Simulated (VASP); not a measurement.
Computed with PBE GGA with D3 dispersion (zero damping), VASP's PBE PAW potentials (set 64) (plane waves; VASP).

VASP input:

**POSCAR**
```
CuI
1.0
  0.0000000000   2.9967575957   2.9967575957
  2.9967575957   0.0000000000   2.9967575957
  2.9967575957   2.9967575957   0.0000000000
Cu I
1 1
Cartesian
  0.0000000000   0.0000000000   0.0000000000
  1.4983787979   1.4983787979   1.4983787979
```

INCAR:
```
SYSTEM = CuI
PREC = Accurate; ENCUT = 520; LREAL = F
LASPH = T
EDIFF = 1E-6; NELM = 100; ALGO = Normal
LMAXMIX = 4
ISMEAR = 0; SIGMA = 0.05
GGA = PE; IVDW = 11
IBRION = 2; NSW = 60; ISIF = 3
EDIFFG = -0.01
LWAVE = F; LCHARG = F
```

### KPOINTS
```
Automatic mesh
0
gamma
  7 7 7
0 0 0
```

POTCAR, in this order: Cu I (PBE.64 set). Program: vasp_std.

Question: What will the output report for the number of irreducible k-points (NKPTS), largest plane-wave count, number of space-group operations, FFT grid (NGX, NGY, NGZ)?

Answer: 
| Quantity | Value |
|---|---|
| number of irreducible k-points (NKPTS) | 20 |
| largest plane-wave count | 1464 |
| number of space-group operations | 24 |
| FFT grid (NGX, NGY, NGZ) | 32 × 32 × 32 |

The compound is CuI in the zinc blende structure. It was relaxed first. The start is the result of an earlier pass.
